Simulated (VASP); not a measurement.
Output of a VASP run:

OSZICAR:
```
...
DAV:   5    -0.492054064257E+01    0.65979E-04   -0.77274E-05  1674   0.614E-02    0.482E-03
DAV:   6    -0.492054111692E+01   -0.47435E-06   -0.71774E-06  1598   0.199E-02
   2 F= -.49205411E+01 E0= -.49206510E+01  d E =-.752267E-02
       N       E                     dE             d eps       ncg     rms          rms(c)
DAV:   1    -0.493576808886E+01   -0.15227E-01   -0.24092E-01  1666   0.272E+00    0.397E-01
DAV:   2    -0.493055531040E+01    0.52128E-02   -0.50638E-03  1594   0.502E-01    0.223E-01
DAV:   3    -0.492790160365E+01    0.26537E-02   -0.57570E-03  1609   0.390E-01    0.672E-02
DAV:   4    -0.492789373683E+01    0.78668E-05   -0.56141E-05  1613   0.673E-02    0.537E-02
DAV:   5    -0.492788125850E+01    0.12478E-04   -0.13153E-05  1652   0.257E-02    0.438E-03
DAV:   6    -0.492788126386E+01   -0.53574E-08   -0.10360E-06   955   0.798E-03
   3 F= -.49278813E+01 E0= -.49279477E+01  d E =-.148628E-01
       N       E                     dE             d eps       ncg     rms          rms(c)
DAV:   1    -0.492788138561E+01   -0.12711E-06   -0.18047E-04  1668   0.745E-02    0.111E-02
DAV:   2    -0.492787784933E+01    0.35363E-05   -0.37803E-06  1581   0.139E-02    0.630E-03
DAV:   3    -0.492787638260E+01    0.14667E-05   -0.42447E-06  1574   0.106E-02    0.178E-03
DAV:   4    -0.492787637953E+01    0.30667E-08   -0.37838E-08   767   0.183E-03
   4 F= -.49278764E+01 E0= -.49279411E+01  d E =-.148579E-01
       N       E                     dE             d eps       ncg     rms          rms(c)
DAV:   1    -0.492793273892E+01   -0.56356E-04   -0.12382E-03  1572   0.202E-01    0.132E-02
DAV:   2    -0.492792981379E+01    0.29251E-05   -0.34663E-05  1574   0.456E-02    0.823E-03
DAV:   3    -0.492792750890E+01    0.23049E-05   -0.98046E-06  1714   0.178E-02    0.147E-03
DAV:   4    -0.492792755272E+01   -0.43816E-07   -0.47461E-07   788   0.549E-03
   5 F= -.49279276E+01 E0= -.49279919E+01  d E =-.511732E-04
       N       E                     dE             d eps       ncg     rms          rms(c)
DAV:   1    -0.492804479360E+01   -0.11728E-03   -0.11146E-02  1572   0.605E-01    0.398E-02
DAV:   2    -0.492801953014E+01    0.25263E-04   -0.31143E-04  1575   0.137E-01    0.247E-02
DAV:   3    -0.492799850569E+01    0.21024E-04   -0.87872E-05  1721   0.533E-02    0.441E-03
DAV:   4    -0.492799874449E+01   -0.23880E-06   -0.45618E-06  1564   0.165E-02
   6 F= -.49279987E+01 E0= -.49280625E+01  d E =-.122365E-03
       N       E                     dE             d eps       ncg     rms          rms(c)
DAV:   1    -0.492801862737E+01   -0.20122E-04   -0.10345E-03  1704   0.200E-01    0.210E-02
DAV:   2    -0.492800777808E+01    0.10849E-04   -0.36330E-05  1604   0.423E-02    0.126E-02
DAV:   3    -0.492799995466E+01    0.78234E-05   -0.14598E-05  1610   0.204E-02    0.284E-03
DAV:   4    -0.492799987785E+01    0.76813E-07   -0.19362E-07   776   0.412E-03
   7 F= -.49279999E+01 E0= -.49280660E+01  d E =-.113335E-05
       N       E                     dE             d eps       ncg     rms          rms(c)
DAV:   1    -0.492801047535E+01   -0.10521E-04   -0.21070E-04  1700   0.901E-02    0.931E-03
DAV:   2    -0.492800864838E+01    0.18270E-05   -0.71914E-06  1600   0.189E-02    0.562E-03
DAV:   3    -0.492800783356E+01    0.81482E-06   -0.28925E-06  1509   0.909E-03
   8 F= -.49280078E+01 E0= -.49280729E+01  d E =-.908907E-05
```

### OUTCAR
```
------------------------ aborting loop because EDIFF is reached ----------------------------------------
  FORCE on cell =-STRESS in cart. coord.  units (eV):
  Direction    XX          YY          ZZ          XY          YZ          ZX
  --------------------------------------------------------------------------------------
  Total       -0.0050424     -0.0084248     -0.0080537      0.0000000     -0.0000000      0.0011202
  in kB       -0.1294975     -0.2163640     -0.2068356      0.0000000     -0.0000000      0.0287698
  external PRESSURE =      -0.1842324 kB  Pullay stress =       0.0000000 kB
  volume of cell :       62.39
      direct lattice vectors                 reciprocal lattice vectors
     3.982110097 -2.183509960 -0.009136451     0.125337277 -0.228989109 -0.097758067
     3.982110097  2.183509960 -0.009136451     0.125337277  0.228989109 -0.097758067
     2.793062770 -0.000000000  3.581033194     0.000639557 -0.000000000  0.278750188
 POSITION                                       TOTAL-FORCE (eV/Angst)
 -----------------------------------------------------------------------------------
      2.52039     -0.00000      0.83474         0.003894     -0.000000      0.001290
      8.23689     -0.00000      2.72802        -0.003894      0.000000     -0.001290
 -----------------------------------------------------------------------------------
    total drift:                               -0.000000      0.000000      0.000000
  FREE ENERGIE OF THE ION-ELECTRON SYSTEM (eV)
  ---------------------------------------------------
  free  energy   TOTEN  =        -4.9280078336 eV

  energy  without entropy=       -4.9282028976  energy(sigma->0) =       -4.92807285

 reached required accuracy - stopping structural energy minimisation
```
(Selected blocks of OUTCAR.)

POSCAR:
```
Sb
1
    3.9573420000    -2.1550000000     0.0000000000
    3.9573420000     2.1550000000     0.0000000000
    2.7838200000     0.0000000000     3.5432930000
Sb
2
Direct
  0.2335000000   0.2335000000   0.2335000000
  0.7665000000   0.7665000000   0.7665000000
```

Q: Reconstruct the remaining input files.

A: Several could match; the one computed here: the input of the run itself, rev-vdW-DF2, plane waves, VASP's PBE PAW potentials (set 64).

### INCAR
```
SYSTEM = Sb
PREC = Accurate; ENCUT = 520; LREAL = F
LASPH = T
EDIFF = 1E-6; NELM = 100; ALGO = Normal
LMAXMIX = 4
ISMEAR = 1; SIGMA = 0.1
GGA = MK; LUSE_VDW = T; AGGAC = 0.0
PARAM1 = 0.1234568; PARAM2 = 0.7114; ZAB_VDW = -1.8867
IBRION = 2; NSW = 60; ISIF = 3
EDIFFG = -0.01
LWAVE = F; LCHARG = F
```

**KPOINTS**
```
kpoints
0
G
9 9 9
```

POTCAR, in this order: Sb (PBE.64 set). Program: vasp_std.

Energy and stress use the plane-wave basis of the starting cell.

The compound is Sb in the a7 structure. This run relaxes it. Symmetry was kept, so distortions that lower it aren't found.
